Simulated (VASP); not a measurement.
Data:

```
CELL_PARAMETERS angstrom
      4.18372     0.00000     0.00000
      0.00000     4.18372     0.00000
      0.00000     0.00000     7.36672
ATOMIC_POSITIONS crystal
  Ga 0.00000 0.50000 0.00000
  Ga 0.50000 0.00000 0.50000
  Bi 0.00000 0.00000 0.25000
  Bi 0.00000 0.00000 0.75000
```

The numbers are results of PBE GGA, VASP's PBE PAW potentials (set 64) (plane waves; VASP), not measurements. Run with 300 eV cut-off, 5×5×3 Γ-centred mesh, Fermi-Dirac smearing of 0.10 eV, potentials Ga_d Bi_d.

Question: Give the energies of bands 23 to 32 at the high-symmetry points, in eV from the Fermi level.

Answer: 
```tsv
band	Γ	X	M	Z	R	A
23	-7.32	-6.79	-6.27	-5.18	-6.68	-6.21
24	-2.49	-5.97	-6.27	-5.18	-4.44	-6.21
25	-1.67	-3.27	-4.31	-1.23	-4.06	-3.17
26	-1.67	-1.71	-2.77	-1.23	-2.81	-3.17
27	-0.44	-1.06	-2.77	-0.39	-0.84	-1.93
28	0.83	-0.21	-0.71	-0.39	0.61	-1.93
29	0.83	0.73	0.32	0.64	0.74	-0.15
30	1.13	1.31	0.32	0.64	1.07	-0.15
31	2.50	2.93	0.81	2.97	1.73	1.83
32	2.50	3.79	2.25	2.97	2.95	1.83
```

It has no gap at this level: it comes out as a metal or semimetal.

The structure was generated: GaBi was put into an ordered model structure, which need not be its known phase. The cell was not relaxed at this level. The k-mesh is coarse (spacing up to 0.30 per Å, 2π included), so the numbers may not be converged in it.
